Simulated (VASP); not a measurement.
Here is the system:

```xyz
1
Lattice="-1.6088 1.6088 1.6088 1.6088 -1.6088 1.6088 1.6088 1.6088 -1.6088" Properties=species:S:1:pos:R:3 pbc="T T T"
Mo     0.0000     0.0000     0.0000
```

Method: r2SCAN meta-GGA, VASP's PBE PAW potentials (set 64) (plane waves; VASP). Run with 520 eV cut-off, 16×16×16 Γ-centred mesh, first-order Methfessel-Paxton smearing of 0.10 eV, potentials Mo_sv.

### Question
Give the stress tensor in GPa (positive for a compressed cell).

### Answer

```
-14.44    0.00    0.00
  0.00  -14.44    0.00
  0.00    0.00  -14.44
```
The pressure is its mean diagonal, -14.44 GPa.

The compound is Mo in the bcc structure. This cell is one point of a volume scan, at 1.06 of the reference volume.
